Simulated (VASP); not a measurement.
**Cu$_{2}$Se (space group F-43m): computed properties**

All values below come from LDA (Ceperley-Alder, Perdew-Zunger), VASP's LDA PAW potentials (set 64) (plane waves; VASP 6.6.1).

```
Quantity                                                                                                   Value
----------------------------------  ----------------------------------------------------------------------------
space group                                                                                          F-43m (216)
cell                                a = 5.6250 Å, b = 5.6250 Å, c = 5.6250 Å, α = 90.00°, β = 90.00°, γ = 90.00°
volume per atom                                                                                   14.83 Å^3/atom
band gap (over mesh and band path)                                      none (metal, semimetal or under 0.01 eV)
density                                                                                               7.69 g/cm³
```

```cif
data_Cu8Se4
_chemical_formula_sum 'Cu8 Se4'
_space_group_name_H-M_alt 'F-43m'
_space_group_IT_number 216
_space_group_name_Hall 'F -4 2 3'
_cell_length_a 5.62503
_cell_length_b 5.62503
_cell_length_c 5.62503
_cell_angle_alpha 90.000
_cell_angle_beta 90.000
_cell_angle_gamma 90.000
loop_
_atom_site_label
_atom_site_type_symbol
_atom_site_symmetry_multiplicity
_atom_site_Wyckoff_symbol
_atom_site_fract_x
_atom_site_fract_y
_atom_site_fract_z
_atom_site_occupancy
Cu1 Cu 4 b 0.50000 0.50000 0.50000 1
Cu2 Cu 4 d 0.75000 0.75000 0.75000 1
Se1 Se 4 a 0.00000 0.00000 0.00000 1
```
(The calculation used a cell of 3 atoms; values per cell refer to that cell.)

The structure comes from a computed database's Cu2Se entry (F-43m); how it stands against other phases isn't given here. It was relaxed first, which changed the volume by -8 %. Symmetry was kept, so distortions that lower it aren't found.
